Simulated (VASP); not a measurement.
Consider the following.

```yaml
crystal:
  lattice:
    - [1.83000, -3.16965, 0.00000]
    - [1.83000, 3.16965, 0.00000]
    - [0.00000, 0.00000, 5.82000]
  atoms:
    - { symbol: Zr, position: [0.00000, 0.00000, 0.00000] }
    - { symbol: S, position: [0.33333, 0.66667, 0.25000] }
    - { symbol: S, position: [0.66667, 0.33333, 0.75000] }
```

Level of theory: PBE GGA, VASP's PBE PAW potentials (set 64) (plane waves; VASP). Run with EDIFF = 1E-2, 400 eV cut-off, 8×8×4 Γ-centred mesh, Gaussian smearing of 0.050 eV, potentials Zr_sv S.

Task: Estimate the energy per atom (σ→0), pressure, largest force.

Result: 
```yaml
energy per atom (σ→0): -7.131 eV/atom
pressure: 1.46 GPa
largest_force: 0.070 eV/Å
```

The absolute energy has meaning only against runs of the same code, potentials and settings.

The compound is ZrS2 in the 1T layered structure. The cell was not relaxed at this level. The run is one of a series of settings (EDIFF = 1E-2 against the base run), some of them coarse on purpose.
